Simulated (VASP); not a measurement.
**The (1 0 0) face of Be (space group 229): relaxation and electronic structure**

Wanted: how the (1 0 0) face of Be (space group 229) relaxes, and what it costs to take an electron out.

Main program and level: VASP 6.6.1; PBEsol; plane waves and PAW (Be).

Report form: the programs' logs are mostly left out.

## 1. The starting structure

The cell holds 8 atoms: 8 Be. Its edges and angles: a = 2.506 Å, b = 2.506 Å, c = 21.772 Å, α = 90.0°, β = 90.0°, γ = 90.0°. It derives from Be. Vacuum lies along c.

As a file:

```cif
data_structure
_symmetry_space_group_name_H-M 'P 1'
_symmetry_Int_Tables_number 1
_cell_length_a 2.5062
_cell_length_b 2.5062
_cell_length_c 21.7718
_cell_angle_alpha 90.000
_cell_angle_beta 90.000
_cell_angle_gamma 90.000
_cell_volume 136.75
loop_
_atom_site_label
_atom_site_type_symbol
_atom_site_fract_x
_atom_site_fract_y
_atom_site_fract_z
_atom_site_occupancy
Be1 Be 0.00000 0.00000 0.70145 1
Be2 Be 0.50000 0.50000 0.64389 1
Be3 Be 0.00000 0.00000 0.58634 1
Be4 Be 0.50000 0.50000 0.52878 1
Be5 Be 0.00000 0.00000 0.47122 1
Be6 Be 0.50000 0.50000 0.41366 1
Be7 Be 0.00000 0.00000 0.35611 1
Be8 Be 0.50000 0.50000 0.29855 1
```

## 2. Surface relaxation

The free atoms relax, while those held by selective dynamics keep their cut positions.

Input file INCAR:

```
SYSTEM = Be
PREC = Normal
ENCUT = 300
EDIFF = 1E-05
NELM = 120
ISMEAR = 0
SIGMA = 0.05
LREAL = .FALSE.
ALGO = Fast
GGA = PS
NBANDS = 16
LORBIT = 11
LWAVE = .FALSE.
LCHARG = .FALSE.
KPAR = 4
IBRION = 2
NSW = 40
ISIF = 2
EDIFFG = -0.03
POTIM = 0.4
MAXMIX = 40
IDIPOL = 3
LDIPOL = .TRUE.
DIPOL = 0.5 0.5 0.5
```

Input file POSCAR:

```
Be
1.0
    2.5062419026      0.0000000000      0.0000000000
    0.0000000000      2.5062419026      0.0000000000
    0.0000000000      0.0000000000     21.7718466591
Be
8
Selective dynamics
Direct
    1.0000000000      1.0000000000      0.7014493030  T T T
    0.5000000000      0.5000000000      0.6438923590  T T T
    1.0000000000      1.0000000000      0.5863354150  T T T
    0.5000000000      0.5000000000      0.5287784720  F F F
    1.0000000000      1.0000000000      0.4712215280  F F F
    0.5000000000      0.5000000000      0.4136645850  T T T
    1.0000000000      1.0000000000      0.3561076410  T T T
    0.5000000000      0.5000000000      0.2985506970  T T T
```

Input file KPOINTS:

```
Automatic mesh
0
Gamma
9 9 1
0 0 0
```

PAW data sets: Be (PBE family, release 64).

On the command line:

```console
> mpirun -np 4 vasp_std
```

Run time: 7.6 s. Hardware: 4 MPI ranks of AMD EPYC 7R43, shared host; peak memory 0.44 GiB; 28 s of CPU time.

The PAW data sets were made with PBE, which is usual practice but a small mismatch for other functionals. The run keeps the 16 symmetry operations of its start, so it cannot find a distortion of lower symmetry.

The steps of the relaxation:

| step | energy less that of the first step (eV) | largest force (eV/Å) |
| --- | --- | --- |
| 1 | 0.0000 | 0.2858 |
| 2 | -0.0067 | 0.2245 |
| 3 | -0.0135 | 0.1418 |
| 4 | -0.0165 | 0.1151 |
| 5 | -0.0207 | 0.1286 |
| 6 | -0.0238 | 0.0980 |
| 7 | -0.0281 | 0.0298 |

The atoms that moved most (Å):

| atom | dx | dy | dz | length |
| --- | --- | --- | --- | --- |
| Be8 | 0.000 | 0.000 | 0.118 | 0.118 |
| Be1 | 0.000 | 0.000 | -0.118 | 0.118 |
| Be7 | 0.000 | 0.000 | 0.047 | 0.047 |
| Be2 | 0.000 | 0.000 | -0.047 | 0.047 |
| Be6 | 0.000 | 0.000 | 0.026 | 0.026 |
| Be3 | 0.000 | 0.000 | -0.026 | 0.026 |

Final coordinates:

```xyz
8
Lattice="2.5062 0.0000 0.0000 0.0000 2.5062 0.0000 0.0000 0.0000 21.7718" Properties=species:S:1:pos:R:3
Be    2.5062    2.5062   15.1539
Be    1.2531    1.2531   13.9720
Be    2.5062    2.5062   12.7395
Be    1.2531    1.2531   11.5125
Be    2.5062    2.5062   10.2594
Be    1.2531    1.2531    9.0323
Be    2.5062    2.5062    7.7998
Be    1.2531    1.2531    6.6180
```

Numbers from this step:

```
electronic cycles                               : 45
electrons                                       : 16
free energy (TOTEN)                             : -29.74 eV
energy at zero smearing                         : -29.74 eV
Fermi energy                                    : 1.892 eV
labelled metallic, from the levels on this mesh : yes
dipole moment                                   : 0, 0, 0 e·Å
```

The run ended after 7 ionic steps, 0.028 eV below its first step, once the forces on the free atoms met EDIFFG = -0.03.

Only the dipole across the slab is computed (IDIPOL = 3); zeros along the plane are no results.

## 3. Vacuum level and density of states

A static run writes the electrostatic potential without exchange and correlation (LVHAR), which is flat in the vacuum and gives the level to count from. The dipole correction cancels the field that unlike faces would set up across the vacuum.

Input file INCAR:

```
SYSTEM = Be
PREC = Normal
ENCUT = 300
EDIFF = 1E-06
NELM = 120
ISMEAR = 0
SIGMA = 0.05
LREAL = .FALSE.
ALGO = Fast
GGA = PS
NBANDS = 28
LORBIT = 11
LWAVE = .FALSE.
LCHARG = .TRUE.
IDIPOL = 3
LDIPOL = .TRUE.
DIPOL = 0.5 0.5 0.5
LVHAR = .TRUE.
LVACPOTAV = .TRUE.
LELF = .TRUE.
NEDOS = 1500
```

Input file POSCAR:

```
Be
1.0
    2.5062419026      0.0000000000      0.0000000000
    0.0000000000      2.5062419026      0.0000000000
    0.0000000000      0.0000000000     21.7718466591
Be
8
Direct
    0.0000000000      0.0000000000      0.6960312739
    0.5000000000      0.5000000000      0.6417468603
    0.0000000000      0.0000000000      0.5851370181
    0.5000000000      0.5000000000      0.5287784720
    0.0000000000      0.0000000000      0.4712215280
    0.5000000000      0.5000000000      0.4148629819
    0.0000000000      0.0000000000      0.3582531397
    0.5000000000      0.5000000000      0.3039687261
```

KPOINTS is that of step 2.

Input file KPOINTS_OPT:

```
Line mode
14
Line-mode
Reciprocal
  0.50000000   0.50000000   0.00000000 M
  0.00000000   0.00000000   0.00000000 GAMMA

  0.00000000   0.00000000   0.00000000 GAMMA
  0.00000000   0.50000000   0.00000000 X

  0.00000000   0.50000000   0.00000000 X
  0.50000000   0.50000000   0.00000000 M
```

On the command line:

```console
> mpirun -np 4 vasp_std
```

Wall time 8.8 s (4 MPI ranks); peak memory 0.37 GiB.

Numbers from this step:

```
electronic cycles                          : 19
Fermi energy                               : 1.893 eV
DOS at the Fermi level                     : 0.8805 states/eV/cell
vacuum levels                              : 5.191, 5.191 eV
work functions of the upper and lower face : 3.298, 3.298 eV
```

The electronic bands at the labelled points (eV, zero at the Fermi level; # counts the bands kept):

| point | #5 | #6 | #7 | #8 | #9 | #10 | #11 | #12 |
| --- | --- | --- | --- | --- | --- | --- | --- | --- |
| M | -2.42 | -2.42 | -0.32 | -0.32 | 0.45 | 0.45 | 0.52 | 0.52 |
| 0.54 of the way | -4.36 | -2.37 | -1.63 | -0.72 | -0.57 | 0.85 | 0.97 | 2.93 |
| Γ | -6.13 | -4.05 | -2.00 | 0.17 | 2.22 | 3.35 | 3.57 | 4.23 |
| 0.46 of the way | -5.30 | -3.35 | -1.81 | -1.42 | 0.60 | 0.98 | 2.59 | 3.48 |
| X | -5.83 | -5.83 | -4.36 | -4.36 | 0.34 | 0.34 | 2.13 | 2.13 |
| 0.46 of the way | -4.80 | -4.80 | -3.28 | -3.28 | 0.79 | 0.79 | 2.36 | 2.36 |
| M | -2.42 | -2.42 | -0.32 | -0.32 | 0.45 | 0.45 | 0.52 | 0.52 |

The density of states has structure finer than the step of the table below, so its rows give means over 0.5 eV, whole bins alone (the curve runs from -12.0 to 8.00 eV). Peaks (eV: height): total 0.50: 6.52, 0.69: 7.22, 4.07: 10.3, 5.94: 8.13, 6.11: 7.00, 6.43: 7.47, 6.66: 9.38; Be s -9.00: 1.32, 0.25: 1.54, 0.50: 1.23, 1.93: 1.29, 4.07: 1.75, 4.91: 1.31, 6.62: 1.56; Be p -3.83: 2.92, -3.18: 2.54, 1.05: 2.79, 4.07: 3.02, 6.11: 2.78, 6.66: 2.67, 6.87: 3.36.

The density of states by energy, zero at the Fermi level; means over each step; values in states/eV/cell:

| energy (eV) | total | Be s | Be p |
| --- | --- | --- | --- |
| -11.5 | 0.381 | 0.214 | 0.0146 |
| -11.0 | 0.846 | 0.438 | 0.0682 |
| -10.5 | 0.342 | 0.170 | 0.0354 |
| -10.0 | 1.07 | 0.490 | 0.149 |
| -9.5 | 0.822 | 0.359 | 0.128 |
| -9.0 | 1.46 | 0.577 | 0.288 |
| -8.5 | 0.759 | 0.270 | 0.180 |
| -8.0 | 1.42 | 0.482 | 0.348 |
| -7.5 | 1.65 | 0.508 | 0.459 |
| -7.0 | 1.25 | 0.355 | 0.371 |
| -6.5 | 1.77 | 0.409 | 0.634 |
| -6.0 | 1.72 | 0.379 | 0.609 |
| -5.5 | 2.32 | 0.415 | 0.925 |
| -5.0 | 1.70 | 0.210 | 0.771 |
| -4.5 | 2.22 | 0.255 | 1.01 |
| -4.0 | 2.38 | 0.218 | 1.11 |
| -3.5 | 2.30 | 0.188 | 1.07 |
| -3.0 | 2.09 | 0.113 | 1.02 |
| -2.5 | 1.54 | 0.0796 | 0.773 |
| -2.0 | 0.835 | 0.0173 | 0.401 |
| -1.5 | 1.38 | 0.0219 | 0.696 |
| -1.0 | 0.831 | 0.0326 | 0.449 |
| -0.5 | 0.538 | 0.00253 | 0.279 |
| 0.0 | 1.49 | 0.265 | 0.480 |
| 0.5 | 4.31 | 0.765 | 1.30 |
| 1.0 | 2.54 | 0.238 | 1.05 |
| 1.5 | 1.65 | 0.298 | 0.609 |
| 2.0 | 2.73 | 0.518 | 0.897 |
| 2.5 | 2.72 | 0.247 | 1.16 |
| 3.0 | 1.26 | 0.123 | 0.492 |
| 3.5 | 2.41 | 0.225 | 0.932 |
| 4.0 | 5.35 | 0.692 | 1.73 |
| 4.5 | 1.38 | 0.0748 | 0.475 |
| 5.0 | 3.65 | 0.445 | 1.24 |
| 5.5 | 2.24 | 0.194 | 0.955 |
| 6.0 | 4.58 | 0.483 | 1.50 |
| 6.5 | 5.20 | 0.701 | 1.61 |
| 7.0 | 3.04 | 0.314 | 1.30 |
| 7.5 | 2.77 | 0.309 | 0.874 |

The planar average of the electrostatic potential oscillates, so the rows of the table below give means over windows of 1.25 Å about each position, cut where the curve ends. Its maxima inside the range that stand out by 2 % of the span (Å: eV): 7.3: -6.34, 8.4: -5.90, 9.6: -5.9, 10.9: -5.65, 12.1: -5.9, 13.4: -5.90, 14.5: -6.34. Its minima: 6.7: -8.99, 7.8: -9.08, 9.1: -9.18, 10.2: -9.17, 11.6: -9.17, 12.7: -9.18, 13.9: -9.08, 15.1: -8.99.

Zero at the Fermi level. Planar average of the electrostatic potential against height; means over each step:

height (Å), planar average of the electrostatic potential (eV) and a bar from the least value:
```
     0.62       3.30 ##############################
     1.88       3.30 ##############################
     3.12       3.29 ##############################
     4.38       3.11 ##############################
     5.62      -0.03 #####################
     6.88      -7.82 #
     8.12      -7.90 #
     9.38      -7.96 
    10.62      -7.81 #
    11.88      -7.95 
    13.12      -7.94 
    14.38      -8.09 
    15.62      -4.37 ##########
    16.88       2.65 ############################
    18.12       3.27 ##############################
    19.38       3.30 ##############################
    20.62       3.30 ##############################
```

Density of states in the PAW spheres, an atom over height of the layer and energy from the Fermi level.

Ten even steps from '0' (0.009 states/eV) to '9' (0.423 states/eV), each cell a mean:
```
93433439
31111113
00000000
00000000
01122110
31222213
10000001
22011022
22100122
54333345
34333343
34433443
44233244
23333332
12333321
23344332
24433442
22333322
11222211
22222222
12211221
23233232
```
Columns: height of the layer (Å) from 6.6 to 15.2; rows upwards: energy from the Fermi level (eV) from -7.9 to 0.5.

ELF in the ca plane at fractional y = 0.000, with atoms of Be within 0.2 Å of it. It is the smooth field of the valence electrons, not physical close to the nuclei.

Ten even steps from '0' (0.00) to '9' (0.76), each cell a mean:
```
01346888620157851026774102677310123210000000
01357899853468874347876435787643454310000000
01357999987778887778888777788888875310000000
01357999998878888888888887889999986420000000
01357999988778887778888777888999875320000000
01357899875578876467887546788766664310000000
01346888630157862026775103677411233210000000
01246788510047851015774001576200023210000000
```
Columns run along c (16.0 Å, from fractional 0.19 to 0.93 of the cell), rows up along a (2.5 Å). Atoms in or near the plane, at fractional coordinates: Be at (0.70, 0.00), Be at (0.59, 0.00), Be at (0.47, 0.00), Be at (0.36, 0.00).

Valence density in the ca plane at fractional y = 0.000, with atoms of Be within 0.2 Å of it. It is the smooth field of the valence electrons, not physical close to the nuclei.

Ten even steps from '0' (0.00 e/Å³) to '9' (0.28 e/Å³), each cell a mean:
```
00001347885689997579999657999854421000000000
00001357998899999899999989999986421000000000
00001357999999999999999999999997521000000000
00001368999999999988899999999987421000000000
00001358999999999999899999999997421000000000
00001357999999999999999999999997521000000000
00001357886799998689999768999965421000000000
00001246873589996369999536999732321000000000
```
Columns run along c (16.0 Å, from fractional 0.19 to 0.93 of the cell), rows up along a (2.5 Å). Atoms in or near the plane, at fractional coordinates: Be at (0.70, 0.00), Be at (0.59, 0.00), Be at (0.47, 0.00), Be at (0.36, 0.00).

Electrostatic potential energy in the ca plane at fractional y = 0.000, with atoms of Be within 0.2 Å of it. With pseudopotentials it is smooth inside the atoms' cores, unlike the true potential.

Ten even steps from '0' (-35 eV) to '9' (5 eV), each cell a mean:
```
99999999720058871016886001788400379999999999
99999999863478875357887435888633689999999999
99999999887888888788888878888877899999999999
99999998888888888888888888888888999999999999
99999998888888888888888888888888899999999999
99999999875688886568888657888765789999999999
99999999730168872027886103788500489999999999
99999999711048860205885010687200279999999999
```
Columns run along c (16.0 Å, from fractional 0.19 to 0.93 of the cell; values clipped at the 3rd and 97th percentile), rows up along a (2.5 Å). Atoms in or near the plane, at fractional coordinates: Be at (0.70, 0.00), Be at (0.59, 0.00), Be at (0.47, 0.00), Be at (0.36, 0.00).

The map of layer states is cut here 0.5 eV above the Fermi level, so it leaves out the states above that.

The vacuum level lies 3.30 eV above the Fermi level at the upper face; both faces agree, as the slab has next to no dipole.

The program found no field-free point at its default tolerance, but its printed level agrees with the flat part of the planar average.

On this mesh the fine structure of the density of states is sampling noise, and high empty states may be cut by the number of bands.

## 4. Derived quantities

This step: slab, PBEsol; plane waves and PAW (VASP 6.6.1).

Derived from the runs above.

## 5. Slab, bad settings

This step: PBEsol; plane waves and PAW (Be) (VASP 6.6.1).

As a lesson, the run is repeated with a fault in its input.

Input file INCAR:

```
SYSTEM = Be
PREC = Normal
ENCUT = 150
EDIFF = 1E-06
NELM = 62
ISMEAR = 0
SIGMA = 0.05
LREAL = .FALSE.
ALGO = Fast
GGA = PS
NBANDS = 16
LORBIT = 11
LWAVE = .FALSE.
LCHARG = .FALSE.
KPAR = 4
IDIPOL = 3
LDIPOL = .TRUE.
DIPOL = 0.5 0.5 0.5
LVHAR = .TRUE.
LVACPOTAV = .TRUE.
```

Input file POSCAR:

```
Be
1.0
    2.5062419026      0.0000000000      0.0000000000
    0.0000000000      2.5062419026      0.0000000000
    0.0000000000      0.0000000000     21.7718466591
Be
8
Selective dynamics
Direct
    0.0000000000      0.0000000000      0.6960312739  T T T
    0.5000000000      0.5000000000      0.6417468603  T T T
    0.0000000000      0.0000000000      0.5851370181  T T T
    0.5000000000      0.5000000000      0.5287784720  F F F
    0.0000000000      0.0000000000      0.4712215280  F F F
    0.5000000000      0.5000000000      0.4148629819  T T T
    0.0000000000      0.0000000000      0.3582531397  T T T
    0.5000000000      0.5000000000      0.3039687261  T T T
```

KPOINTS is that of step 3.

On the command line:

```console
> mpirun -np 4 vasp_std
```

Elapsed: 2 s, on 4 MPI ranks; peak memory 0.31 GiB; 5.9 s of CPU time.

The fault in the input: cutoff far too low. The run ended without an error; the comparison shows what it cost.

Against the run that it repeats, NBANDS also differs.

Side by side:

| quantity | this run | the run it repeats | difference |
| --- | --- | --- | --- |
| energy at zero smearing (eV) | -29.161 | -29.740 | 0.579 |
| free energy (TOTEN) (eV) | -29.161 | -29.740 | 0.579 |
| Fermi energy (eV) | 1.9206 | 1.8926 | 0.0280 |
| electronic cycles | 18 | 19 | -1 |

One result that differs is the energy at zero smearing, -29.2 eV against -29.7 eV.

The total energy moves by 72.4 meV an atom.

## 6. Summary of results

```yaml
work_function_of_the_slab: 3.30 eV
```

In words: The work function is 3.30 eV at both faces. The atom that ends on top (Be) moved inwards by 0.12 Å. The cell in the plane was kept as given and was not relaxed here.

[Lines on the potential files, build, host, timing and source positions are cut from VASP's logs without a mark.]

[Logs are printed without paths, hosts, clocks, repeated set-up lines and the standing remarks that a program may print on its own settings, such as how far it seeks lower states.]

[Hosts, paths, dates, database ids (printed as entryN), source tags and the programs' standing remarks are cut or masked in the printed files.]

[In band tables of VASP the shares of atoms and orbitals are scaled to a sum of 1 inside the atoms' spheres.]

[Runs that stopped without an error message from VASP are left out.]
